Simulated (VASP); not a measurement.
Method: modified Becke-Johnson potential (mBJ) with spin-orbit coupling, VASP's PBE PAW potentials (set 64) (plane waves; VASP).

The input files of a VASP run:

### POSCAR
```
CdS
1.0
  0.0000000000   2.9614133213   2.9614133213
  2.9614133213   0.0000000000   2.9614133213
  2.9614133213   2.9614133213   0.0000000000
Cd S
1 1
Direct
  1.0000000000   1.0000000000   1.0000000000
  0.2500000000   0.2500000000   0.2500000000
```

File KPOINTS:
```
Automatic
0
G
6 6 6
```

**KPOINTS_OPT**
```
k-points along high-symmetry lines
11
Line-mode
Reciprocal
  0.000000   0.000000   0.000000 ! GAMMA
 -0.500000  -0.500000   0.000000 ! X

 -0.500000  -0.500000   0.000000 ! X
 -0.375000  -0.375000   0.250000 ! U

 -0.375000   0.000000   0.375000 ! K
  0.000000   0.000000   0.000000 ! GAMMA

  0.000000   0.000000   0.000000 ! GAMMA
  0.000000   0.000000   0.500000 ! L

  0.000000   0.000000   0.500000 ! L
 -0.500000  -0.250000   0.250000 ! W

 -0.500000  -0.250000   0.250000 ! W
 -0.500000  -0.500000   0.000000 ! X
```

**INCAR**
```
ALGO = Normal
EDIFF = 1E-6
ENCUT = 350
GGA_COMPAT = .FALSE.
ISIF = 0
ISMEAR = 0
LASPH = .TRUE.
LCHARG = .FALSE.
LMAXMIX = 4
LMIXTAU = .TRUE.
LREAL = .FALSE.
LSORBIT = .TRUE.
LWAVE = .FALSE.
MAGMOM = 0 0 0 0 0 0
METAGGA = MBJ
NELM = 200
PREC = Accurate
SIGMA = 0.05
SYSTEM = CdS
```

POTCAR, in this order: Cd S (PBE.64 set). Program: vasp_ncl. Read from the step before: WAVECAR.

The resulting files:

### OSZICAR
```
       N       E                     dE             d eps       ncg     rms          rms(c)
DAV:   1     0.299995306822E+03    0.30000E+03   -0.96963E-01  1144   0.122E+01    0.523E+00
DAV:   2     0.299573539953E+03   -0.42177E+00   -0.22904E+00  1148   0.163E+01    0.180E+01
DAV:   3     0.299244892901E+03   -0.32865E+00   -0.11532E-01  1206   0.283E+00    0.212E+01
DAV:   4     0.299533153460E+03    0.28826E+00   -0.38472E-02  1162   0.254E+00    0.166E+01
DAV:   5     0.300242518385E+03    0.70936E+00   -0.18237E-01  1144   0.338E+00    0.111E+01
DAV:   6     0.300498971901E+03    0.25645E+00   -0.24180E-02  1144   0.134E+00    0.980E+00
DAV:   7     0.300516548904E+03    0.17577E-01   -0.51344E-03  1160   0.707E-01    0.998E+00
DAV:   8     0.301173009246E+03    0.65646E+00   -0.69508E-02  1148   0.305E+00    0.901E-01
DAV:   9     0.301498733152E+03    0.32572E+00   -0.65456E-02  1146   0.239E+00    0.103E+00
DAV:  10     0.301512799044E+03    0.14066E-01   -0.86461E-03  1152   0.804E-01    0.607E-01
DAV:  11     0.301522052738E+03    0.92537E-02   -0.39220E-03  1156   0.563E-01    0.105E+00
DAV:  12     0.301497706690E+03   -0.24346E-01   -0.87117E-04  1192   0.235E-01    0.792E-01
DAV:  13     0.301501010280E+03    0.33036E-02   -0.30642E-04  1166   0.178E-01    0.630E-01
DAV:  14     0.301482935688E+03   -0.18075E-01   -0.18649E-04  1152   0.146E-01    0.345E-01
DAV:  15     0.301471208177E+03   -0.11728E-01   -0.81139E-05  1150   0.834E-02    0.225E-01
DAV:  16     0.301466285526E+03   -0.49227E-02   -0.14507E-05  1178   0.372E-02    0.226E-01
DAV:  17     0.301463914635E+03   -0.23709E-02   -0.13013E-06  1180   0.103E-02    0.197E-01
DAV:  18     0.301450129776E+03   -0.13785E-01   -0.18104E-05  1172   0.471E-02    0.171E-02
DAV:  19     0.301448584765E+03   -0.15450E-02   -0.76876E-06  1162   0.274E-02    0.330E-03
DAV:  20     0.301446618229E+03   -0.19665E-02   -0.65607E-07   902   0.901E-03    0.206E-02
DAV:  21     0.301446759691E+03    0.14146E-03   -0.30184E-07   706   0.542E-03    0.161E-02
DAV:  22     0.301447159610E+03    0.39992E-03   -0.36554E-08   578   0.173E-03    0.104E-02
DAV:  23     0.301447253997E+03    0.94387E-04   -0.47737E-08   676   0.175E-03    0.106E-02
DAV:  24     0.301447453376E+03    0.19938E-03   -0.17955E-08   578   0.125E-03    0.739E-03
DAV:  25     0.301447801462E+03    0.34809E-03   -0.14803E-08   578   0.123E-03    0.356E-03
DAV:  26     0.301447949619E+03    0.14816E-03   -0.79418E-09   572   0.931E-04    0.209E-03
DAV:  27     0.301447973250E+03    0.23631E-04   -0.23010E-09   572   0.449E-04    0.186E-03
DAV:  28     0.301448070387E+03    0.97137E-04   -0.11832E-09   572   0.385E-04    0.438E-04
DAV:  29     0.301448108753E+03    0.38366E-04   -0.93407E-10   572   0.293E-04    0.442E-05
DAV:  30     0.301448119738E+03    0.10985E-04   -0.21280E-10   572   0.137E-04    0.497E-05
DAV:  31     0.301448126403E+03    0.66642E-05   -0.83672E-11   572   0.756E-05    0.783E-05
DAV:  32     0.301448129879E+03    0.34767E-05   -0.17953E-11   572   0.339E-05    0.117E-04
DAV:  33     0.301448123955E+03   -0.59245E-05   -0.89492E-12   572   0.341E-05    0.366E-05
DAV:  34     0.301448124635E+03    0.68016E-06   -0.17337E-12   572   0.193E-05
   1 F= 0.30144812E+03 E0= 0.30144812E+03  d E =-.141798E-13  mag=     0.0000     0.0000     0.0000
       N       E                     dE             ncg
       N       E                     dE             ncg
       N       E                     dE             ncg
```

### OUTCAR
```
------------------------ aborting loop because EDIFF is reached ----------------------------------------
  volume of cell :       51.94
      direct lattice vectors                 reciprocal lattice vectors
     0.000000000  2.961413321  2.961413321    -0.168838303  0.168838303  0.168838303
     2.961413321  0.000000000  2.961413321     0.168838303 -0.168838303  0.168838303
     2.961413321  2.961413321  0.000000000     0.168838303  0.168838303 -0.168838303
  FREE ENERGIE OF THE ION-ELECTRON SYSTEM (eV)
  ---------------------------------------------------
  free  energy   TOTEN  =       301.4481246350 eV

  energy  without entropy=      301.4481246350  energy(sigma->0) =      301.44812464

     CMBJ =    1.0000

     CMBJA=   -0.0120

     CMBJB=    1.0230

     CMBJE=    0.5000

    CMBJ =    1.2932

 Ion:    1  E_soc:     -0.0491570

 Ion:    2  E_soc:     -0.0021920
```
(Selected blocks of OUTCAR.)

**OUTCAR**
```
 val. band max:        1.1864660272   @ k =   0.0000   0.0000   0.0000

 cond. band min:       3.7285075443   @ k =   0.0000   0.0000   0.0000


 Fermi energy:         1.4295570180

 k-point     1 :       0.0000    0.0000    0.0000
  band No.  band energies     occupation
      1     -10.8001      1.00000
      2     -10.8001      1.00000
      3      -6.4628      1.00000
      4      -6.4628      1.00000
      5      -6.4628      1.00000
      6      -6.4628      1.00000
      7      -5.9345      1.00000
      8      -5.9345      1.00000
      9      -5.5856      1.00000
     10      -5.5856      1.00000
     11      -5.5856      1.00000
     12      -5.5856      1.00000
     13       1.1538      1.00000
     14       1.1538      1.00000
     15       1.1865      1.00000
     16       1.1865      1.00000
     17       1.1865      1.00000
     18       1.1865      1.00000
     19       3.7285      0.00000
     20       3.7285      0.00000
     21       8.6080      0.00000
     22       8.6080      0.00000
     23       8.9816      0.00000
     24       8.9816      0.00000
     25       8.9816      0.00000
     26       8.9816      0.00000

 k-point     2 :       0.1667    0.0000    0.0000
  band No.  band energies     occupation
      1     -10.7237      1.00000
      2     -10.7237      1.00000
      3      -6.4669      1.00000
      4      -6.4303      1.00000
      5      -6.3844      1.00000
      6      -6.3844      1.00000
      7      -5.8779      1.00000
      8      -5.8779      1.00000
      9      -5.5914      1.00000
     10      -5.5821      1.00000
     11      -5.5821      1.00000
     12      -5.5420      1.00000
     13       0.0524      1.00000
     14       0.0524      1.00000
     15       1.0011      1.00000
     16       1.0011      1.00000
     17       1.0122      1.00000
     18       1.0372      1.00000
     19       4.6467      0.00000
     20       4.6467      0.00000
     21       8.4857      0.00000
     22       8.4857      0.00000
...
```

mBJ is a potential without an energy functional, so only the levels count.

The compound is CdS in the zinc blende structure, a metastable form; wurtzite is the usual one. It was relaxed first, which changed the volume by +5 %. The cell's shape comes from a PBE relaxation.
